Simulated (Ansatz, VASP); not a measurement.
# Cross-check of LiF (Griceite) between VASP and Ansatz, part 2 of 2

Wanted: the spread between two codes on one cell, functional and k mesh. The cell is taken from a series of runs on this material, whose earlier steps may have relaxed, scaled, displaced or heated it; both programs get it as it stands.

VASP 6.6.1 and Ansatz 0.2.0.

So far: The starting structure; Ansatz: zone-centre phonons, LDA.

**3. VASP: zone-centre phonons, LDA**

Level of this step: LDA; plane waves and PAW (Li_sv, F) (VASP).

The same cell, functional (in two slightly different forms) and mesh now go to VASP, with its own data sets.

Lines of VASP's logs that name or quote its potential files are left out, and so is its time.

Input file INCAR:

```
SYSTEM = LiF
PREC = Accurate
ENCUT = 750
EDIFF = 1E-08
NELM = 120
ISMEAR = 0
SIGMA = 0.01
LREAL = .FALSE.
ALGO = Normal
GGA = CA
NBANDS = 11
LORBIT = 11
LWAVE = .FALSE.
LCHARG = .FALSE.
ISIF = 2
IBRION = 8
LEPSILON = .TRUE.
LASPH = .TRUE.
GGA_COMPAT = .FALSE.
EFERMI = MIDGAP
KPAR = 2
```

Input file POSCAR:

```
LiF
1.0
    0.0000000000      2.0038792262      2.0038792262
    2.0038792262      0.0000000000      2.0038792262
    2.0038792262      2.0038792262      0.0000000000
Li F
1 1
Direct
    0.0000000000      0.0000000000      0.0000000000
    0.5000000000      0.5000000000      0.5000000000
```

Input file KPOINTS:

```
Automatic mesh
0
Gamma
12 12 12
0 0 0
```

The projector-augmented-wave data sets are Li_sv and F (LDA family, release 64).

Started as:

```sh
mpirun -np 2 vasp_std
```

Numbers of over 12 decimals in the logs are rounded to 6 here.

The program printed:

```text
[banner, memory and clock lines left out]
running    2 mpi-ranks, on    1 nodes
 distrk:  each k-point on    1 cores,    2 groups
 distr:  one band on    1 cores,    1 groups

 POSCAR found type information on POSCAR LiF
 POSCAR found :  2 types and       2 ions
 LDA part: xc-table for (Slater(with rela. corr.)+CA(PZ))
 , standard interpolation
 POSCAR, INCAR and KPOINTS ok, starting setup
 FFT: planning ... GRIDC
 FFT: planning ... GRID_SOFT
 FFT: planning ... GRID
 WAVECAR not read
 entering main loop
       N       E                     dE             d eps       ncg     rms          rms(c)
DAV:   1     0.419767737654E+02    0.41977E+02   -0.67399E+03  1600   0.120E+03
DAV:   2    -0.939375287121E+01   -0.51371E+02   -0.50154E+02  1823   0.232E+02
DAV:   3    -0.109552346700E+02   -0.15615E+01   -0.15551E+01  2000   0.354E+01
DAV:   4    -0.109749109522E+02   -0.19676E-01   -0.19672E-01  1924   0.441E+00
DAV:   5    -0.109751552527E+02   -0.24430E-03   -0.24430E-03  2097   0.359E-01    0.421E+00
DAV:   6    -0.105034216663E+02    0.47173E+00   -0.23239E+00  1803   0.997E+00    0.137E+00
DAV:   7    -0.104915816913E+02    0.11840E-01   -0.16831E-02  2162   0.122E+00    0.801E-01
DAV:   8    -0.104856889479E+02    0.58927E-02   -0.98623E-03  2336   0.115E+00    0.101E-01
DAV:   9    -0.104856552173E+02    0.33731E-04   -0.69867E-04  1827   0.262E-01    0.381E-02
DAV:  10    -0.104856708622E+02   -0.15645E-04   -0.34583E-05  1841   0.470E-02    0.627E-03
DAV:  11    -0.104856704742E+02    0.38805E-06   -0.13275E-06  2162   0.132E-02    0.119E-03
DAV:  12    -0.104856704722E+02    0.20192E-08   -0.27770E-07  2409   0.425E-03    0.687E-04
DAV:  13    -0.104856704633E+02    0.89047E-08   -0.16517E-08  1531   0.118E-03
   1 F= -.10485670E+02 E0= -.10485670E+02  d E =0.000000E+00
 Linear response reoptimize wavefunctions to high precision
DAV:   1    -0.104856704626E+02    0.70600E-09   -0.37072E-09  2067   0.534E-04
DAV:   2    -0.104856704626E+02   -0.28308E-10   -0.26759E-10  1236   0.147E-04
 Linear response G [H, r] |phi>, progress :
  Direction:   1
       N       E                     dE             d eps       ncg     rms
RMM:   1    -0.331012102027E+02   -0.33101E+02    0.23309E+02  2230   0.178E+02
RMM:   2    -0.337851911572E+02   -0.68398E+00   -0.10272E+01  3299   0.249E+01
RMM:   3    -0.339376295841E+02   -0.15244E+00   -0.57599E-01  3568   0.513E+00
RMM:   4    -0.339718307878E+02   -0.34201E-01   -0.79108E-02  3592   0.183E+00
RMM:   5    -0.339770681431E+02   -0.52374E-02   -0.10325E-02  3606   0.679E-01
RMM:   6    -0.339778762144E+02   -0.80807E-03   -0.16081E-03  3523   0.260E-01
RMM:   7    -0.339780116238E+02   -0.13541E-03   -0.28875E-04  3550   0.103E-01
RMM:   8    -0.339780376552E+02   -0.26031E-04   -0.74782E-05  3542   0.425E-02
RMM:   9    -0.339780429547E+02   -0.52995E-05   -0.36075E-05  3539   0.185E-02
RMM:  10    -0.339780440037E+02   -0.10490E-05   -0.58336E-05  3539   0.901E-03
RMM:  11    -0.339780432273E+02    0.77639E-06   -0.13265E-04  3539   0.506E-03
RMM:  12    -0.339780435806E+02   -0.35329E-06   -0.68315E-04  3512   0.339E-03
RMM:  13    -0.339780434885E+02    0.92099E-07   -0.55980E-04  3322   0.267E-03
RMM:  14    -0.339780436676E+02   -0.17910E-06   -0.57416E-04  3068   0.237E-03
RMM:  15    -0.339780436653E+02    0.23189E-08   -0.36416E-04  2887   0.221E-03
RMM:  16    -0.339780426495E+02    0.10157E-05   -0.37070E-04  2727   0.214E-03
RMM:  17    -0.339780429396E+02   -0.29010E-06   -0.55340E-04  2604   0.210E-03
RMM:  18    -0.339780432371E+02   -0.29748E-06   -0.33310E-04  2503   0.209E-03
 Linear response G [H, r] |phi>, progress :
  Direction:   2
       N       E                     dE             d eps       ncg     rms
RMM:   1    -0.360546577696E+02   -0.36055E+02    0.37700E+01  2264   0.137E+02
RMM:   2    -0.360518163495E+02    0.28414E-02   -0.70156E+00  3235   0.220E+01
RMM:   3    -0.361351552889E+02   -0.83339E-01   -0.35242E-01  3568   0.445E+00
RMM:   4    -0.361577521008E+02   -0.22597E-01   -0.54198E-02  3597   0.161E+00
RMM:   5    -0.361620269402E+02   -0.42748E-02   -0.88352E-03  3628   0.629E-01
RMM:   6    -0.361628072364E+02   -0.78030E-03   -0.15959E-03  3538   0.258E-01
RMM:   7    -0.361629630004E+02   -0.15576E-03   -0.30147E-04  3589   0.107E-01
RMM:   8    -0.361629949293E+02   -0.31929E-04   -0.57536E-05  3597   0.464E-02
RMM:   9    -0.361630012859E+02   -0.63566E-05   -0.64708E-06  3594   0.208E-02
RMM:  10    -0.361630027163E+02   -0.14304E-05   -0.29734E-05  3576   0.102E-02
RMM:  11    -0.361630031769E+02   -0.46059E-06   -0.14572E-04  3560   0.561E-03
RMM:  12    -0.361630036843E+02   -0.50745E-06   -0.47600E-04  3525   0.363E-03
RMM:  13    -0.361630036015E+02    0.82849E-07    0.74606E-04  3321   0.274E-03
RMM:  14    -0.361630037167E+02   -0.11519E-06    0.56279E-04  3088   0.236E-03
RMM:  15    -0.361630042847E+02   -0.56807E-06    0.87797E-04  2880   0.218E-03
[...]
RMM:  16    -0.605796397715E-01   -0.11284E-10   -0.12566E-07  1670   0.719E-05
RMM:  17    -0.605796397726E-01   -0.10438E-11   -0.85256E-08  1607   0.714E-05
 change of polarisation eV/A/(eV/A) component  2 :     0.031     0.121    -0.021
 dielectric tensor                  component  2 :     0.348     2.362    -0.240
 Linear response to external field (no local field effect), progress :
  Direction:   3
[...]
N       E                     dE             d eps       ncg     rms          rms(c)
RMM:   1    -0.481372285513E-01   -0.48137E-01   -0.11561E-01  7924   0.183E+00
RMM:   2    -0.498440399917E-01   -0.17068E-02   -0.45833E-03  7295   0.487E-01    0.353E-01
RMM:   3    -0.494603709548E-01    0.38367E-03   -0.15848E-03  7080   0.292E-01    0.206E-01
RMM:   4    -0.515675759777E-01   -0.21072E-02   -0.10636E-03  7042   0.285E-01    0.170E-02
RMM:   5    -0.518828117400E-01   -0.31524E-03   -0.14159E-04  7739   0.795E-02    0.562E-03
RMM:   6    -0.518919362404E-01   -0.91245E-05   -0.32752E-05  7768   0.289E-02    0.919E-04
RMM:   7    -0.518952876081E-01   -0.33514E-05   -0.50361E-06  7987   0.114E-02    0.231E-04
RMM:   8    -0.518971029949E-01   -0.18154E-05   -0.10577E-06  7984   0.460E-03    0.148E-04
RMM:   9    -0.518949084157E-01    0.21946E-05   -0.48407E-07  7917   0.199E-03    0.488E-05
RMM:  10    -0.518953122940E-01   -0.40388E-06   -0.19418E-06  7413   0.837E-04    0.127E-05
RMM:  11    -0.518950629633E-01    0.24933E-06   -0.28078E-06  7046   0.393E-04    0.912E-06
 change of polarisation eV/A/(eV/A) component  2 :     0.011     0.097    -0.002
 dielectric tensor                  component  2 :     0.124     2.090    -0.021
 Linear response to external field, progress :
  Direction:   3
       N       E                     dE             d eps       ncg     rms          rms(c)
RMM:   1    -0.481372470020E-01   -0.48137E-01   -0.11561E-01  7924   0.183E+00
RMM:   2    -0.498440225157E-01   -0.17068E-02   -0.45825E-03  7294   0.487E-01    0.353E-01
RMM:   3    -0.494602934536E-01    0.38373E-03   -0.15846E-03  7076   0.292E-01    0.206E-01
RMM:   4    -0.515676022355E-01   -0.21073E-02   -0.10636E-03  7039   0.285E-01    0.170E-02
RMM:   5    -0.518828512194E-01   -0.31525E-03   -0.14142E-04  7738   0.795E-02    0.562E-03
RMM:   6    -0.518919262557E-01   -0.90750E-05   -0.32703E-05  7764   0.289E-02    0.918E-04
RMM:   7    -0.518953182491E-01   -0.33920E-05   -0.50300E-06  7983   0.114E-02    0.231E-04
RMM:   8    -0.518971001844E-01   -0.17819E-05   -0.10336E-06  7966   0.459E-03    0.148E-04
RMM:   9    -0.518949011634E-01    0.21990E-05   -0.37354E-07  7900   0.199E-03    0.487E-05
RMM:  10    -0.518952888971E-01   -0.38773E-06   -0.92213E-07  7383   0.834E-04    0.108E-05
RMM:  11    -0.518950857205E-01    0.20318E-06   -0.30169E-06  7032   0.391E-04    0.871E-06
 change of polarisation eV/A/(eV/A) component  3 :     0.000     0.008     0.097
 dielectric tensor                  component  3 :     0.001     0.087     2.090
 Linear response DOF=           2
 Linear response progress:
  Degree of freedom:   1/  2
       N       E                     dE             d eps       ncg     rms          rms(c)
RMM:   1    -0.165859870658E+00   -0.16586E+00    0.14605E+00  4642   0.150E+01
RMM:   2    -0.170922515419E+00   -0.50626E-02   -0.15870E-02  6195   0.104E+00    0.721E-02
RMM:   3    -0.170888674726E+00    0.33841E-04   -0.90531E-04  7396   0.224E-01    0.402E-02
RMM:   4    -0.170816534598E+00    0.72140E-04   -0.25464E-04  7466   0.921E-02    0.400E-03
RMM:   5    -0.170841611760E+00   -0.25077E-04   -0.89331E-05  7765   0.418E-02    0.121E-03
RMM:   6    -0.170858744073E+00   -0.17132E-04   -0.33194E-05  7786   0.203E-02    0.656E-04
RMM:   7    -0.170875090778E+00   -0.16347E-04   -0.45953E-05  7700   0.109E-02    0.189E-04
RMM:   8    -0.170876626317E+00   -0.15355E-05   -0.49849E-05  7989   0.650E-03    0.458E-05
RMM:   9    -0.170877351009E+00   -0.72469E-06   -0.38546E-05  8211   0.430E-03    0.498E-05
RMM:  10    -0.170878305219E+00   -0.95421E-06   -0.26492E-05  8040   0.309E-03    0.357E-05
RMM:  11    -0.170878633641E+00   -0.32842E-06   -0.20976E-05  8376   0.231E-03    0.361E-05
RMM:  12    -0.170880591218E+00   -0.19576E-05   -0.15829E-05  7215   0.182E-03    0.365E-05
RMM:  13    -0.170880012227E+00    0.57899E-06   -0.12827E-05  7811   0.143E-03    0.571E-06
RMM:  14    -0.170880030324E+00   -0.18098E-07   -0.10494E-05  8272   0.116E-03    0.140E-05
RMM:  15    -0.170879869989E+00    0.16034E-06   -0.84093E-06  7889   0.961E-04    0.301E-05
RMM:  16    -0.170879731087E+00    0.13890E-06   -0.64571E-06  7982   0.795E-04    0.401E-05
RMM:  17    -0.170879878494E+00   -0.14741E-06   -0.55792E-06  7519   0.679E-04    0.379E-05
RMM:  18    -0.170879968575E+00   -0.90081E-07   -0.46594E-06  7711   0.586E-04    0.362E-05
RMM:  19    -0.170880050397E+00   -0.81822E-07   -0.40612E-06  7586   0.511E-04    0.345E-05
 first order change of Fermi-energy   0.15235E-03
 force on displaced ion       1 direction 1 :  -1.442   0.000   0.000
 Born effective charge ion    1 direction 1 :   1.047   0.000   0.000
 Linear response progress:
  Degree of freedom:   2/  2
       N       E                     dE             d eps       ncg     rms          rms(c)
RMM:   1    -0.515516048637E+00   -0.51552E+00    0.51031E-01  6807   0.477E+00
RMM:   2    -0.509269529704E+00    0.62465E-02   -0.69193E-03  6489   0.737E-01    0.878E-02
RMM:   3    -0.510773160784E+00   -0.15036E-02   -0.79288E-04  6971   0.210E-01    0.480E-02
RMM:   4    -0.512663798041E+00   -0.18906E-02   -0.24964E-04  6747   0.118E-01    0.991E-03
RMM:   5    -0.512834066253E+00   -0.17027E-03   -0.25137E-05  7575   0.359E-02    0.265E-03
RMM:   6    -0.512732459606E+00    0.10161E-03   -0.38892E-06  7182   0.135E-02    0.693E-04
RMM:   7    -0.512727955988E+00    0.45036E-05   -0.57798E-07  7732   0.499E-03    0.109E-04
RMM:   8    -0.512727176670E+00    0.77932E-06   -0.11336E-07  7890   0.204E-03    0.417E-05
RMM:   9    -0.512726208671E+00    0.96800E-06   -0.36168E-08  7863   0.925E-04    0.156E-05
RMM:  10    -0.512725594539E+00    0.61413E-06   -0.25487E-08  7955   0.490E-04    0.489E-06
RMM:  11    -0.512725775610E+00   -0.18107E-06    0.26712E-08  8075   0.316E-04    0.305E-06
RMM:  12    -0.512725742180E+00    0.33430E-07    0.22430E-07  8131   0.247E-04    0.123E-06
RMM:  13    -0.512725728404E+00    0.13776E-07    0.16960E-07  7835   0.219E-04    0.876E-07
RMM:  14    -0.512725714736E+00    0.13669E-07    0.12234E-07  7764   0.207E-04    0.384E-07
RMM:  15    -0.512725710139E+00    0.45970E-08    0.12346E-07  6714   0.203E-04    0.137E-07
RMM:  16    -0.512725706887E+00    0.32519E-08    0.13564E-07  6206   0.201E-04    0.482E-08
 first order change of Fermi-energy   0.15419E-02
 force on displaced ion       2 direction 1 :  -1.451   0.000   0.000
 Born effective charge ion    2 direction 1 :  -1.046   0.000   0.000
 Born effective charges drift removed
 Linear response finished
```

From OUTCAR (step 3):

```text
ion  position               nearest neighbor table
   1  0.000  0.000  0.000-   2 2.00   2 2.00   2 2.00   2 2.00   2 2.00   2 2.00
   2  0.500  0.500  0.500-   1 2.00   1 2.00   1 2.00   1 2.00   1 2.00   1 2.00

  LATTYP: Found a face centered cubic cell.
 ALAT       =     4.0077584524

 Subroutine GETGRP returns: Found 48 space group operations
 (whereof 48 operations were pure point group operations)

The static configuration has the point symmetry O_h .

 Found     72 irreducible k-points:

   k-points           NKPTS =     72   k-points in BZ     NKDIM =     72   number of bands    NBANDS=     11

   dimension x,y,z NGX =    28 NGY =   28 NGZ =   28
   dimension x,y,z NGXF=    56 NGYF=   56 NGZF=   56

   ENCUT  =  750.0 eV  55.12 Ry    7.42 a.u.   6.33  6.33  6.33*2*pi/ulx,y,z

   NELECT =      10.0000    total number of electrons

 k-points in reciprocal lattice and weights: Automatic mesh
   0.00000000  0.00000000  0.00000000       0.001
   0.08333333  0.00000000  0.00000000       0.005
   0.16666667  0.00000000  0.00000000       0.005
   0.25000000  0.00000000  0.00000000       0.005
   0.33333333  0.00000000  0.00000000       0.005
   0.41666667  0.00000000  0.00000000       0.005
   0.50000000  0.00000000  0.00000000       0.002
   0.08333333  0.08333333  0.00000000       0.003
   0.16666667  0.08333333  0.00000000       0.014
[...]
-0.33333333  0.50000000  0.16666667       0.007
  -0.25000000  0.50000000  0.25000000       0.003

 average (electrostatic) potential at core
       1 -63.6483       2 -76.5817

  Total       -0.6087329     -0.6087329     -0.6087329      0.0000000      0.0000000     -0.0000000
  in kB      -60.6028038    -60.6028038    -60.6028038      0.0000000      0.0000000     -0.0000000
  external PRESSURE =     -60.6028038 kB  Pullay stress =       0.0000000 kB

  energy-cutoff  :      750.00
  volume of cell :       16.09
      direct lattice vectors                 reciprocal lattice vectors
     0.000000000  2.003879226  2.003879226    -0.249516035  0.249516035  0.249516035
     2.003879226  0.000000000  2.003879226     0.249516035 -0.249516035  0.249516035
     2.003879226  2.003879226  0.000000000     0.249516035  0.249516035 -0.249516035

 POSITION                                       TOTAL-FORCE (eV/Angst)
 -----------------------------------------------------------------------------------
      0.00000      0.00000      0.00000         0.000000      0.000000      0.000000
      2.00388      2.00388      2.00388        -0.000000     -0.000000     -0.000000
 -----------------------------------------------------------------------------------
    total drift:                                0.000000      0.000000      0.000000

 MACROSCOPIC STATIC DIELECTRIC TENSOR (including local field effects in DFT)
 ------------------------------------------------------
           2.089630     0.000000     0.000000
           0.000000     2.089630     0.000000
          -0.000000     0.000000     2.089630
 ------------------------------------------------------

 PIEZOELECTRIC TENSOR (including local field effects)  for field in x, y, z        (C/m^2)
          XX          YY          ZZ          XY          YZ          ZX
  --------------------------------------------------------------------------------
  x     0.00000     0.00000     0.00000     0.00000     0.00000     0.00000
  y     0.00000     0.00000     0.00000     0.00000     0.00000     0.00000
  z     0.00000     0.00000     0.00000     0.00000     0.00000     0.00000

 BORN EFFECTIVE CHARGES (including local field effects) (in |e|, cummulative output)
 ---------------------------------------------------------------------------------
 ion    1
    1     1.04657     0.00000     0.00000
    2     0.00000     1.04657     0.00000
    3     0.00000     0.00000     1.04657
 ion    2
    1    -1.04657     0.00000     0.00000
    2     0.00000    -1.04657     0.00000
    3     0.00000     0.00000    -1.04657

 Eigenvectors and eigenvalues of the dynamical matrix
 ----------------------------------------------------

   1 f  =    8.303405 THz    52.171832 2PiTHz  276.971773 cm-1    34.340108 meV
             X         Y         Z           dx          dy          dz
      0.000000  0.000000  0.000000     0.853946   -0.000000    0.000000
      2.003879  2.003879  2.003879    -0.520362    0.000000    0.000000

   2 f  =    8.303405 THz    52.171832 2PiTHz  276.971773 cm-1    34.340108 meV
             X         Y         Z           dx          dy          dz
      0.000000  0.000000  0.000000     0.000000    0.000000    0.853946
      2.003879  2.003879  2.003879     0.000000    0.000000   -0.520362

   3 f  =    8.303405 THz    52.171832 2PiTHz  276.971773 cm-1    34.340108 meV
             X         Y         Z           dx          dy          dz
      0.000000  0.000000  0.000000    -0.000000   -0.853946    0.000000
      2.003879  2.003879  2.003879     0.000000    0.520362    0.000000

   4 f/i=    0.011630 THz     0.073076 2PiTHz    0.387947 cm-1     0.048099 meV
             X         Y         Z           dx          dy          dz
      0.000000  0.000000  0.000000    -0.410797   -0.319409    0.000000
      2.003879  2.003879  2.003879    -0.674143   -0.524170    0.000000

   5 f/i=    0.011630 THz     0.073076 2PiTHz    0.387947 cm-1     0.048099 meV
             X         Y         Z           dx          dy          dz
      0.000000  0.000000  0.000000     0.000000    0.000000   -0.520362
      2.003879  2.003879  2.003879     0.000000    0.000000   -0.853946

   6 f/i=    0.011630 THz     0.073076 2PiTHz    0.387947 cm-1     0.048099 meV
             X         Y         Z           dx          dy          dz
      0.000000  0.000000  0.000000     0.319409   -0.410797    0.000000
      2.003879  2.003879  2.003879     0.524170   -0.674143    0.000000

 MACROSCOPIC STATIC DIELECTRIC TENSOR IONIC CONTRIBUTION
 ------------------------------------------------------
           8.513256     0.000000     0.000000
           0.000000     8.513256    -0.000000
           0.000000    -0.000000     8.513256
 ------------------------------------------------------

 ELASTIC MODULI CONTR FROM IONIC RELAXATION (kBar)
 Direction    XX          YY          ZZ          XY          YZ          ZX
 --------------------------------------------------------------------------------
 XX           0.0000      0.0000      0.0000      0.0000      0.0000      0.0000
 YY           0.0000      0.0000      0.0000      0.0000      0.0000      0.0000
 ZZ           0.0000      0.0000      0.0000      0.0000      0.0000      0.0000
 XY           0.0000      0.0000      0.0000      0.0000      0.0000      0.0000
 YZ           0.0000      0.0000      0.0000      0.0000      0.0000      0.0000
 ZX           0.0000      0.0000      0.0000      0.0000      0.0000      0.0000
 --------------------------------------------------------------------------------

 PIEZOELECTRIC TENSOR IONIC CONTR  for field in x, y, z        (C/m^2)
          XX          YY          ZZ          XY          YZ          ZX
  --------------------------------------------------------------------------------
  x     0.00000     0.00000     0.00000     0.00000     0.00000     0.00000
  y     0.00000     0.00000     0.00000     0.00000     0.00000     0.00000
  z     0.00000     0.00000     0.00000     0.00000     0.00000     0.00000
```

**4. Comparison**

Known differences besides the potentials themselves: the two LDA forms differ slightly; fixed occupations in Ansatz, narrow Gaussian smearing in VASP; VASP's run holds the zone centre alone; the cutoff is 420 eV in Ansatz and 750 eV in VASP; VASP's log shows a relativistic correction to its local exchange, Ansatz's none. Total energies have different zeros and are not compared.

Both answers:

```csv
quantity,Ansatz,VASP,difference
ε∞ xx,2.10,2.09,+0.30 %
ε∞ yy,2.10,2.09,+0.30 %
ε∞ zz,2.10,2.09,+0.30 %
Born charge of Li1 (mean of the diagonal) (e),1.05,1.05,0.00
Born charge of F2 (mean of the diagonal) (e),-1.05,-1.05,0.00
optical mode 1 to 3 (cm⁻¹),272.8,277.0,-1.52 %
```

Modes are paired by rising frequency, not by their patterns, so a pair may set unlike modes beside each other; they are those without the splitting of longitudinal modes.

**5. Results**

* r.m.s. difference of the optical zone-centre modes, each program's sorted by frequency (zone-centre phonons, LDA): 4.2 cm⁻¹
* difference in optical mode 1 to 3 (zone-centre phonons, LDA): -1.5 %

What this shows: The r.m.s. difference of the optical zone-centre modes, each program's sorted by frequency is 4.2 cm⁻¹ (zone-centre phonons, LDA). Among the rows given in per cent, the largest difference of the zone-centre phonons, LDA pair is in optical mode 1 to 3, -1.5 %. Such differences can come from data sets, numerical settings and the points named under the comparisons, not from the functional's error against experiment.

[Lines on the potential files, build, host, timing and source positions are cut from VASP's logs without a mark.]

[Logs are printed without paths, hosts, clocks, repeated set-up lines and the standing remarks that a program may print on its own settings, such as how far it seeks lower states.]

[Hosts, paths, dates, database ids (printed as entryN), source tags and the programs' standing remarks are cut or masked in the printed files.]
